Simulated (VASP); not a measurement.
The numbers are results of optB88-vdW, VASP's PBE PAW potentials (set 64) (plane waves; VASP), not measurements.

VASP input:

### INCAR
```
ENCUT  =  520
PARAM1  =  0.1833333333
LWAVE  =  .False.
ISIF  =  4   # ions and shape, fixed volume
LASPH  =  .True.
PARAM2  =  0.22
IBRION  =  2   # conjugate gradients
NELM  =  100   # most electronic steps
ALGO  =  Normal
AGGAC  =  0.0
LREAL  =  .False.   # projection in real space or not
SYSTEM  =  BN
NSW  =  30
GGA  =  BO
LCHARG  =  .False.
EDIFF  =  1E-7   # SCF stop (eV)
SIGMA  =  0.05
EDIFFG  =  -0.01   # ionic stop
LUSE_VDW  =  .True.
PREC  =  Accurate
ISMEAR  =  0   # Gaussian
```

File KPOINTS:
```
Automatic mesh
0
Gamma
10 10 5
0 0 0
```

POSCAR:
```
BN
1.0
  1.3020529474  -2.2552220848   0.0000000000
  1.3020529474   2.2552220848   0.0000000000
  0.0000000000   0.0000000000   4.3083237867
B N
2 2
Cart
  1.3020529474  -0.7517421984   2.1553468181
  1.3020529474   0.7517421984   0.0011849248
  1.3020529474  -0.7517421984   3.7685983886
  1.3020529474   0.7517421984   1.6144364953
```

POTCAR, in this order: B N (PBE.64 set). Program: vasp_std.

Output

File OUTCAR:
```
 ion  position               nearest neighbor table
   1  0.667  0.333  0.500-   4 1.60   4 1.60   4 1.60   3 1.61
   2  0.333  0.667  0.000-   3 1.60   3 1.60   3 1.60   4 1.61
   3  0.667  0.333  0.875-   2 1.60   2 1.60   2 1.60   1 1.61
   4  0.333  0.667  0.375-   1 1.60   1 1.60   1 1.60   2 1.61
  LATTYP: Found a hexagonal cell.
 ALAT       =     2.6041060903
 C/A-ratio  =     1.6544348184
 Subroutine PRICEL returns:
 Original cell was already a primitive cell.
 Subroutine GETGRP returns: Found 12 space group operations
The static configuration has the point symmetry C_3v.
 The point group associated with its full space group is C_6v.
The dynamic configuration has the point symmetry C_3v.
 Subroutine INISYM returns: Found 12 space group operations
 Subroutine IBZKPT returns following result:
 Found     42 irreducible k-points:

 Following reciprocal coordinates:
            Coordinates               Weight
  0.000000  0.000000  0.000000      1.000000
  0.100000  0.000000  0.000000      6.000000
  0.200000  0.000000  0.000000      6.000000
  0.300000 -0.000000  0.000000      6.000000
  0.400000  0.000000  0.000000      6.000000
  0.500000  0.000000  0.000000      3.000000
  0.100000  0.100000  0.000000      6.000000
  0.200000  0.100000  0.000000     12.000000
  0.300000  0.100000  0.000000     12.000000
  0.400000  0.100000  0.000000     12.000000
  0.200000  0.200000  0.000000      6.000000
  0.300000  0.200000  0.000000     12.000000
  0.400000  0.200000  0.000000      6.000000
  0.300000  0.300000  0.000000      6.000000
  0.000000  0.000000  0.200000      2.000000
  0.100000  0.000000  0.200000     12.000000
  0.200000  0.000000  0.200000     12.000000
  0.300000 -0.000000  0.200000     12.000000
  0.400000  0.000000  0.200000     12.000000
  0.500000  0.000000  0.200000      6.000000
  0.100000  0.100000  0.200000     12.000000
  0.200000  0.100000  0.200000     24.000000
  0.300000  0.100000  0.200000     24.000000
  0.400000  0.100000  0.200000     24.000000
  0.200000  0.200000  0.200000     12.000000
  0.300000  0.200000  0.200000     24.000000
  0.400000  0.200000  0.200000     12.000000
  0.300000  0.300000  0.200000     12.000000
  0.000000  0.000000  0.400000      2.000000
  0.100000  0.000000  0.400000     12.000000
  0.200000  0.000000  0.400000     12.000000
  0.300000 -0.000000  0.400000     12.000000
  0.400000  0.000000  0.400000     12.000000
  0.500000  0.000000  0.400000      6.000000
  0.100000  0.100000  0.400000     12.000000
  0.200000  0.100000  0.400000     24.000000
  0.300000  0.100000  0.400000     24.000000
  0.400000  0.100000  0.400000     24.000000
  0.200000  0.200000  0.400000     12.000000
  0.300000  0.200000  0.400000     24.000000
   k-points           NKPTS =     42   k-points in BZ     NKDIM =     42   number of bands    NBANDS=     12
   number of dos      NEDOS =    301   number of ions     NIONS =      4
   total plane-waves  NPLWV =  12800
   dimension x,y,z NGX =    20 NGY =   20 NGZ =   32
   dimension x,y,z NGXF=    40 NGYF=   40 NGZF=   64
   ions per type =               2   2
   PREC   = accura    normal or accurate (medium, high low for compatibility)
   ISTART =      0    job   : 0-new  1-cont  2-samecut
   ICHARG =      2    charge: 1-file 2-atom 10-const
   ISPIN  =      1    spin polarized calculation?
   LNONCOLLINEAR =      F non collinear calculations
   LSORBIT =      F    spin-orbit coupling
   INIWAV =      1    electr: 0-lowe 1-rand  2-diag
   ENCUT  =  520.0 eV  38.22 Ry    6.18 a.u.   4.84  4.84  8.01*2*pi/ulx,y,z
   NELM   =    100;   NELMIN=  2; NELMDL= -5     # of ELM steps
...
```

OSZICAR:
```
       N       E                     dE             d eps       ncg     rms          rms(c)
DAV:   1     0.539650847743E+02    0.53965E+02   -0.85930E+03  1008   0.128E+03
DAV:   2    -0.304826620094E+02   -0.84448E+02   -0.79142E+02  1456   0.266E+02
DAV:   3    -0.328634637964E+02   -0.23808E+01   -0.23740E+01  1336   0.461E+01
DAV:   4    -0.328768786291E+02   -0.13415E-01   -0.13409E-01  1292   0.366E+00
DAV:   5    -0.328770478363E+02   -0.16921E-03   -0.16914E-03  1312   0.391E-01    0.948E+00
DAV:   6    -0.309815773183E+02    0.18955E+01   -0.61038E+00  1276   0.200E+01    0.420E+00
DAV:   7    -0.308768894834E+02    0.10469E+00   -0.21543E-01  1192   0.458E+00    0.263E+00
DAV:   8    -0.308433397894E+02    0.33550E-01   -0.98601E-02  1128   0.278E+00    0.243E-01
DAV:   9    -0.308420936160E+02    0.12462E-02   -0.26031E-03  1296   0.535E-01    0.126E-01
DAV:  10    -0.308422650492E+02   -0.17143E-03   -0.45228E-04  1184   0.220E-01    0.301E-02
DAV:  11    -0.308422568080E+02    0.82412E-05   -0.81868E-05  1288   0.765E-02    0.107E-02
DAV:  12    -0.308422583140E+02   -0.15060E-05   -0.59288E-06  1236   0.265E-02    0.276E-03
DAV:  13    -0.308422583504E+02   -0.36469E-07   -0.24144E-07  1216   0.495E-03
   1 F= -.30842258E+02 E0= -.30842258E+02  d E =-.308423E+02
       N       E                     dE             d eps       ncg     rms          rms(c)
DAV:   1    -0.308422209655E+02    0.37348E-04   -0.57988E-02  1128   0.230E+00    0.431E-02
DAV:   2    -0.308422909745E+02   -0.70009E-04   -0.81430E-04  1276   0.271E-01    0.268E-02
DAV:   3    -0.308422803971E+02    0.10577E-04   -0.13332E-05  1272   0.418E-02    0.116E-02
DAV:   4    -0.308422794891E+02    0.90805E-06   -0.89092E-06  1328   0.294E-02    0.307E-03
DAV:   5    -0.308422794929E+02   -0.38335E-08   -0.14932E-06  1244   0.131E-02    0.124E-03
DAV:   6    -0.308422794605E+02    0.32421E-07   -0.60065E-08   656   0.313E-03
   2 F= -.30842279E+02 E0= -.30842279E+02  d E =-.211100E-04
       N       E                     dE             d eps       ncg     rms          rms(c)
DAV:   1    -0.308423769443E+02   -0.97451E-04   -0.13295E-02  1124   0.110E+00    0.206E-02
DAV:   2    -0.308423921792E+02   -0.15235E-04   -0.18610E-04  1280   0.129E-01    0.129E-02
DAV:   3    -0.308423900582E+02    0.21210E-05   -0.30967E-06  1264   0.201E-02    0.557E-03
DAV:   4    -0.308423900475E+02    0.10716E-07   -0.20558E-06  1332   0.141E-02    0.148E-03
DAV:   5    -0.308423900676E+02   -0.20177E-07   -0.33064E-07  1068   0.612E-03
   3 F= -.30842390E+02 E0= -.30842390E+02  d E =-.131717E-03
```

**OUTCAR**
```
------------------------ aborting loop because EDIFF is reached ----------------------------------------
  FORCE on cell =-STRESS in cart. coord.  units (eV):
  Direction    XX          YY          ZZ          XY          YZ          ZX
  --------------------------------------------------------------------------------------
  Total       -3.0971094     -3.0971100     -3.0811573      0.0000000      0.0000000      0.0000000
  in kB     -196.1150142   -196.1150520   -195.1048904      0.0000000      0.0000000      0.0000000
  external PRESSURE =    -195.7783189 kB  Pullay stress =       0.0000000 kB
  volume of cell :       25.30
      direct lattice vectors                 reciprocal lattice vectors
     1.302150596 -2.255391209  0.000000000     0.383980164 -0.221691030  0.000000000
     1.302150596  2.255391209 -0.000000000     0.383980164  0.221691030  0.000000000
     0.000000000  0.000000000  4.307677661     0.000000000  0.000000000  0.232143646
  FREE ENERGIE OF THE ION-ELECTRON SYSTEM (eV)
  ---------------------------------------------------
  free  energy   TOTEN  =       -30.8423900676 eV

  energy  without entropy=      -30.8423900676  energy(sigma->0) =      -30.84239007

 reached required accuracy - stopping structural energy minimisation
```
(Selected blocks of OUTCAR.)

CONTCAR:
```
BN
   1.00000000000000
     1.3021505962504942   -2.2553912088379957    0.0000000000000000
     1.3021505962504942    2.2553912088379957   -0.0000000000000000
     0.0000000000000000    0.0000000000000000    4.3076776614172907
  B               N
     2     2
Direct
     0.6666669999999968    0.3333330000000032    0.4999793536421621
     0.3333330000000032    0.6666669999999968    0.9999793536421621
     0.6666669999999968    0.3333330000000032    0.8750206463578379
     0.3333330000000032    0.6666669999999968    0.3750206463578379
```

**OUTCAR**
```
 val. band max:        6.5545941407   @ k =   0.0000   0.0000   0.0000

 cond. band min:      12.2231958002   @ k =   0.3000   0.3000   0.0000


 Fermi energy:         6.7974227865

 k-point     1 :       0.0000    0.0000    0.0000
  band No.  band energies     occupation
      1     -12.9271      2.00000
      2      -9.1187      2.00000
      3      -3.5823      2.00000
      4       4.6026      2.00000
      5       4.6027      2.00000
      6       6.3424      2.00000
      7       6.5545      2.00000
      8       6.5546      2.00000
      9      14.7473      0.00000
     10      14.7474      0.00000
     11      14.8327      0.00000
     12      15.4515      0.00000

 k-point     2 :       0.1000    0.0000    0.0000
  band No.  band energies     occupation
      1     -12.7226      2.00000
      2      -8.9649      2.00000
      3      -3.3789      2.00000
      4       3.6912      2.00000
      5       4.2432      2.00000
      6       5.7850      2.00000
      7       6.1452      2.00000
      8       6.3451      2.00000
      9      14.3958      0.00000
     10      15.1406      0.00000
     11      15.1636      0.00000
     12      16.1275      0.00000

 k-point     3 :       0.2000    0.0000    0.0000
  band No.  band energies     occupation
      1     -12.1204      2.00000
      2      -8.5388      2.00000
      3      -2.7816      2.00000
      4       1.6578      2.00000
      5       3.4610      2.00000
      6       4.0085      2.00000
      7       5.5520      2.00000
      8       5.8078      2.00000
      9      13.9330      0.00000
     10      15.5876      0.00000
     11      15.9854      0.00000
     12      16.9023      0.00000

 k-point     4 :       0.3000   -0.0000    0.0000
  band No.  band energies     occupation
      1     -11.1637      2.00000
      2      -7.9871      2.00000
      3      -1.8409      2.00000
      4      -0.4945      2.00000
      5       1.9738      2.00000
      6       2.6847      2.00000
...
```

The compound is BN in the wurtzite structure, a metastable high-pressure form. This cell is one point of a volume scan, at 1.06 of the reference volume. Symmetry was kept, so distortions that lower it aren't found.
